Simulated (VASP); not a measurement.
Computed with revPBE GGA, VASP's PBE PAW potentials (set 64) (plane waves; VASP).

Input for VASP

POSCAR:
```
Pt
1
    0.0000000000     1.9911250069     1.9911250069
    1.9911250069     0.0000000000     1.9911250069
    1.9911250069     1.9911250069     0.0000000000
Pt
1
Direct
  0.0000000000   0.0000000000   0.0000000000
```

File KPOINTS:
```
Regular mesh
0
gamma
 18 18 18
```

### INCAR
```
SYSTEM = Pt
PREC = Accurate; ENCUT = 520; LREAL = .FALSE.
LASPH = .TRUE.
EDIFF = 1E-7; NELM = 100; ALGO = Normal
LMAXMIX = 6
ISMEAR = -5
GGA = RE
ISIF = 2
LWAVE = .FALSE.; LCHARG = .TRUE.; LORBIT = 11
NEDOS = 601
```

POTCAR, in this order: Pt (PBE.64 set). Program: vasp_std.

### Question
What will the output report for the number of irreducible k-points (NKPTS), largest plane-wave count, number of space-group operations, FFT grid (NGX, NGY, NGZ)?

### Answer

```json
{
  "number of irreducible k-points (NKPTS)": "195",
  "largest_plane_wave_count": "444",
  "number_of_space_group_operations": "48",
  "FFT grid (NGX, NGY, NGZ)": "24 × 24 × 24"
}
```

The compound is Pt in the fcc structure. It was relaxed first.
